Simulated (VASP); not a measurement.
# GaP: GW quasiparticle gap, part 4 of 4

Wanted: how far GW moves the Kohn-Sham levels of GaP. The cell is of the zinc-blende type, one of the forms listed for this formula. The start is a cell from a database of measured crystal structures.

VASP 6.6.1, plane waves and PAW; the level of theory is named at each step.

So far, gap on the k-mesh (eV): step 3 (empty bands) 1.65. Also quasiparticle gap on the mesh (eV): step 4 (evGW0) 2.34.

**7. Another starting point**

This step: HSE06; plane waves and PAW (Ga_d_GW, P_GW) (VASP 6.6.1).

To see how much the result owes to its start, the ground state is made again with HSE06. EDIFF is tight for accurate orbitals, and a narrow smearing avoids fractional occupations.

INCAR reads:

```
SYSTEM = GaP
PREC = Accurate
ENCUT = 430
EDIFF = 1E-08
NELM = 100
ISMEAR = 0
SIGMA = 0.01
LREAL = .FALSE.
ALGO = Normal
LHFCALC = .TRUE.
AEXX = 0.25
GGA = PE
HFSCREEN = 0.2
LASPH = .TRUE.
NBANDS = 15
PRECFOCK = Fast
LORBIT = 11
LWAVE = .TRUE.
LCHARG = .FALSE.
KPAR = 8
```

POSCAR reads:

```
GaP
1.0
    0.0000000000      2.7252500000      2.7252500000
    2.7252500000      0.0000000000      2.7252500000
    2.7252500000      2.7252500000      0.0000000000
Ga P
1 1
Direct
    0.0000000000      0.0000000000      0.0000000000
    0.2500000000      0.2500000000      0.2500000000
```

KPOINTS reads:

```
Automatic mesh
0
Gamma
6 6 6
0 0 0
```

The projector-augmented-wave data sets are Ga_d_GW and P_GW (PBE family, release 64).

The WAVECAR or CHGCAR of an earlier step is read.

On the command line:

```bash
> mpirun -np 8 vasp_std
```

The log of the run:

```text
[banner, memory and clock lines left out]
running    8 mpi-ranks, on    1 nodes
 distrk:  each k-point on    1 cores,    8 groups
 distr:  one band on    1 cores,    1 groups

 POSCAR found type information on POSCAR GaP
 POSCAR found :  2 types and       2 ions
 [... a notice as in an earlier step ...]

 LDA part: xc-table for (Slater+PW92), standard interpolation
 found WAVECAR, reading the header
 POSCAR, INCAR and KPOINTS ok, starting setup
 FFT: planning ... GRIDC
 FFT: planning ... GRID_SOFT
 FFT: planning ... GRID
 reading WAVECAR
 the WAVECAR file was read successfully
 initial charge from wavefunction
 entering main loop
       N       E                     dE             d eps       ncg     rms          rms(c)
DAV:   1    -0.107893760764E+02   -0.10789E+02   -0.55082E-01   762   0.186E+01    0.647E-01
DAV:   2    -0.107787077057E+02    0.10668E-01   -0.73016E-02   760   0.626E+00    0.304E-01
DAV:   3    -0.107781776152E+02    0.53009E-03   -0.58210E-03   676   0.176E+00    0.151E-01
DAV:   4    -0.107779851309E+02    0.19248E-03   -0.32149E-04   672   0.219E-01    0.825E-02
DAV:   5    -0.107779298160E+02    0.55315E-04   -0.95317E-05   797   0.936E-02    0.482E-02
DAV:   6    -0.107779142056E+02    0.15610E-04   -0.14255E-05   732   0.363E-02    0.287E-02
DAV:   7    -0.107779070046E+02    0.72010E-05   -0.23002E-06   728   0.178E-02    0.172E-02
DAV:   8    -0.107779043077E+02    0.26969E-05   -0.95533E-07   699   0.833E-03    0.103E-02
DAV:   9    -0.107779033273E+02    0.98044E-06   -0.38195E-07   785   0.462E-03    0.618E-03
DAV:  10    -0.107779028817E+02    0.44564E-06   -0.10093E-07   783   0.265E-03    0.372E-03
DAV:  11    -0.107779027001E+02    0.18156E-06   -0.33117E-08   767   0.170E-03    0.223E-03
DAV:  12    -0.107779026475E+02    0.52574E-07   -0.86671E-09   345   0.106E-03    0.135E-03
DAV:  13    -0.107779026220E+02    0.25509E-07   -0.77978E-09   331   0.753E-04    0.809E-04
DAV:  14    -0.107779026094E+02    0.12613E-07   -0.34573E-09   303   0.662E-04    0.491E-04
DAV:  15    -0.107779026015E+02    0.78785E-08   -0.34067E-09   289   0.558E-04
   1 F= -.10777903E+02 E0= -.10777903E+02  d E =-.381402E-15
 writing wavefunctions
```

The job ended after 6.8 min (8 MPI ranks of AMD EPYC 7R43, shared host; peak memory 1.8 GiB; 53 min of CPU time).

From OUTCAR (step 7):

```text
   k-points           NKPTS =     16   k-points in BZ     NKDIM =    216   number of bands    NBANDS=     15

   NELECT =      18.0000    total number of electrons

  exchange ACFDT corr.  =         0.00000000  see jH, gK, PRB 81, 115126

 E-fermi :   3.9661

 k-point     1 :       0.0000    0.0000    0.0000
  band No.  band energies     occupation
    ...
      5     -13.0463      2.00000
      6      -9.8719      2.00000
      7       3.9151      2.00000
      8       3.9151      2.00000
      9       3.9151      2.00000
     10       6.7186      0.00000
     11       8.7083      0.00000
     12       8.7083      0.00000
     13       8.7083      0.00000
     14      13.8095      0.00000
    ...

 POSITION                                       TOTAL-FORCE (eV/Angst)
 -----------------------------------------------------------------------------------
      0.00000      0.00000      0.00000        -0.000000     -0.000000     -0.000000
      1.36262      1.36262      1.36262         0.000000      0.000000      0.000000
 -----------------------------------------------------------------------------------
    total drift:                                0.000025      0.000018      0.000021

  FREE ENERGIE OF THE ION-ELECTRON SYSTEM (eV)
  ---------------------------------------------------
  free  energy   TOTEN  =       -10.7779026015 eV

  energy  without entropy=      -10.7779026015  energy(sigma->0) =      -10.77790260

[... 7 parts as in an earlier step ...]

[... 9 further parts left out ...]
```

The PAW data sets were made with PBE, which is usual practice but a small mismatch for other functionals.

This step gave:

```yaml
free_energy_toten: -10.78 eV
fermi_energy: 3.966 eV
gap_on_the_k_mesh: 2.309 eV
least_direct_gap_on_the_k_mesh: 2.804 eV
```

**8. Empty bands**

ALGO = Exact makes the empty bands from the converged ground state in one step. LOPTICS writes the k-derivatives of the orbitals (WAVEDER), which give the long-wavelength limit of the screening.

INCAR reads:

```
SYSTEM = GaP
PREC = Accurate
ENCUT = 430
ISMEAR = 0
SIGMA = 0.01
LREAL = .FALSE.
LHFCALC = .TRUE.
AEXX = 0.25
GGA = PE
HFSCREEN = 0.2
LASPH = .TRUE.
NBANDS = 264
PRECFOCK = Fast
ALGO = Exact
NELM = 1
LWAVE = .TRUE.
LCHARG = .FALSE.
LOPTICS = .TRUE.
NEDOS = 1000
CSHIFT = 0.1
```

POSCAR is that of step 7.

KPOINTS is that of step 7.

The WAVECAR or CHGCAR of an earlier step is read.

On the command line:

```bash
> mpirun -np 8 vasp_std
```

The log of the run:

```text
[... set-up lines as in an earlier step ...]
 entering main loop
       N       E                     dE             d eps       ncg     rms          rms(c)
```

It took 23 min on 8 MPI ranks.

The run was cut off at its time limit.

More ranks or a longer limit would be the way on.

**9. Summary of results**

```
evGW0 on PBE, 264 bands, ENCUTGW 200 eV, NOMEGA 48, mesh 6×6×6 : 1.647 → 2.336 eV
```

What this shows: evGW0 gives a quasiparticle gap of 2.336 eV on the mesh, 0.69 eV over the PBE gap on the same mesh. On mesh and path the starting valence top lies at Γ and the conduction bottom at (0.409, 0, 0.409), so the starting gap is indirect. The GW mesh misses an edge: at the starting level the gap along the path is 0.06 eV smaller, and with that offset the quasiparticle gap would be about 2.28 eV. In evGW0 the first pass, which is the one-shot result, gives 2.222 eV and pass 4 gives 2.336 eV; the last pass changed the gap by +3 meV, so the loop is converged. Bands, response cutoff and mesh weren't tested for convergence. The QPGW0 run ended without a result (timeout). The empty bands run ended without a result (timeout). In Ga_d_GW the d shell is in the valence without all the semicore s and p states of the same shell; those stay frozen in the core, and how far that moves the GW gap wasn't tested here. Spin-orbit coupling is left out; with Ga in the cell it can split or shift band edges, by an amount that depends on which atoms form them and isn't tested here. Not tabulated here, as repeats of values shown or as unfit to read for their mesh, reference level or band range: eps2 curves (empty bands); eps1 curves and static values (empty bands).

[Lines on the potential files, build, host, timing and source positions are cut from VASP's logs without a mark.]

[Logs are printed without paths, hosts, clocks, repeated set-up lines and the standing remarks that a program may print on its own settings, such as how far it seeks lower states.]

[Hosts, paths, dates, database ids (printed as entryN), source tags and the programs' standing remarks are cut or masked in the printed files.]

[Pressures printed for these runs are not shown converged in the cutoff: they can be off by several GPa and have the wrong sign.]
